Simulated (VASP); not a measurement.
Given:

```
Yb
1.0
    0.00000     2.71147     2.71147
    2.71147     0.00000     2.71147
    2.71147     2.71147     0.00000
Yb
1
Direct
  0.00000   0.00000   0.00000
```

These are PBE GGA, VASP's PBE PAW potentials (set 64) (plane waves; VASP 6.6.1) values and carry that method's errors. Settings: 400 eV cut-off, 8×8×8 Γ-centred mesh, Gaussian smearing of 0.050 eV, potentials Yb_2.

The 4f electrons are frozen in the core of the lanthanide potential, so 4f levels, which can set the real gap, and their magnetism are missing.

What does the run give for the energy per atom (σ→0), band gap (on the k-mesh) with the smallest direct gap where there is one?

- band gap (on the k-mesh) = none (metal, semimetal or under 0.01 eV)
- energy per atom (σ→0) = -1.474 eV/atom

Only differences to runs with the same potentials and settings are physical.

The compound is Yb in the fcc structure. It was relaxed first. The start is the result of an earlier pass.
